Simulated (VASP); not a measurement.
Output of a VASP run:

### OSZICAR
```
       N       E                     dE             d eps       ncg     rms          rms(c)
DAV:   1     0.579533095727E+02    0.57953E+02   -0.42768E+03  1296   0.909E+02
DAV:   2     0.486914804849E+00   -0.57466E+02   -0.57008E+02  1526   0.152E+02
DAV:   3    -0.185208497997E+01   -0.23390E+01   -0.23273E+01  1649   0.358E+01
DAV:   4    -0.190529343317E+01   -0.53208E-01   -0.53308E-01  2015   0.457E+00
DAV:   5    -0.190575711480E+01   -0.46368E-03   -0.47318E-03  1833   0.299E-01    0.168E+00
DAV:   6    -0.190485743339E+01    0.89968E-03   -0.28169E-03  1795   0.639E-01    0.100E+00
DAV:   7    -0.190502809181E+01   -0.17066E-03   -0.66634E-03  1481   0.104E+00    0.429E-02
DAV:   8    -0.190525187055E+01   -0.22378E-03   -0.35401E-04  2109   0.125E-01    0.286E-02
DAV:   9    -0.190526671722E+01   -0.14847E-04   -0.84499E-06  1696   0.300E-02    0.714E-03
DAV:  10    -0.190527286471E+01   -0.61475E-05   -0.32212E-06  1889   0.135E-02    0.247E-03
DAV:  11    -0.190527337182E+01   -0.50712E-06   -0.54663E-07  1589   0.866E-03    0.811E-04
DAV:  12    -0.190527331852E+01    0.53305E-07   -0.34031E-08   970   0.172E-03
   1 F= -.20687175E+01 E0= -.20687175E+01  d E =0.000000E+00
```

OUTCAR:
```
------------------------ aborting loop because EDIFF is reached ----------------------------------------
  Edisp (eV):   -0.16344
  FORCE on cell =-STRESS in cart. coord.  units (eV):
  Direction    XX          YY          ZZ          XY          YZ          ZX
  --------------------------------------------------------------------------------------
  Total       0.00444     0.00444     0.00444     0.00000     0.00000    -0.00000
  in kB       0.11654     0.11654     0.11654     0.00000     0.00000    -0.00000
  external pressure =        0.12 kB  Pullay stress =        0.00 kB
  volume of cell :       61.08
      direct lattice vectors                 reciprocal lattice vectors
    -2.480872901  2.480872901  2.480872901     0.000000000  0.201541965  0.201541965
     2.480872901 -2.480872901  2.480872901     0.201541965  0.000000000  0.201541965
     2.480872901  2.480872901 -2.480872901     0.201541965  0.201541965  0.000000000
 POSITION                                       TOTAL-FORCE (eV/Angst)
 -----------------------------------------------------------------------------------
      0.00000      0.00000      0.00000         0.000000      0.000000      0.000000
 -----------------------------------------------------------------------------------
    total drift:                               -0.000000      0.000000      0.000000
  FREE ENERGIE OF THE ION-ELECTRON SYSTEM (eV)
  ---------------------------------------------------
  free  energy   TOTEN  =        -2.0687174968 eV

  energy  without entropy=       -2.0687174968  energy(sigma->0) =       -2.06871750

 total charge

# of ion       s       p       d       tot
------------------------------------------
    1        2.071   5.547   0.285   7.903
```
(Selected blocks of OUTCAR.)

### POSCAR
```
Ba
1
   -2.4808729009     2.4808729009     2.4808729009
    2.4808729009    -2.4808729009     2.4808729009
    2.4808729009     2.4808729009    -2.4808729009
Ba
1
Direct
  0.0000000000   0.0000000000   0.0000000000
```

Question: Write an INCAR and KPOINTS that could have produced this output.

Answer: This is not unique; one that fits is the input of the run itself, PBE GGA with D4 dispersion, plane waves, VASP's PBE PAW potentials (set 64).

### INCAR
```
SYSTEM = Ba
PREC = Accurate
ENCUT = 520
EDIFF = 1E-7
NELM = 100
ALGO = Normal
LREAL = .FALSE.
LASPH = .TRUE.
ISMEAR = -5
GGA = PE
IVDW = 13
LMAXMIX = 4
LWAVE = .FALSE.
LCHARG = .TRUE.
LORBIT = 11
NEDOS = 601
ISIF = 2
```

KPOINTS:
```
Automatic mesh
0
gamma
12 12 12
```

POTCAR, in this order: Ba_sv (PBE.64 set). Program: vasp_std.

For a metal the tetrahedron method with Blöchl corrections gives inexact stress and forces.

The compound is Ba in the bcc structure. It was relaxed first.
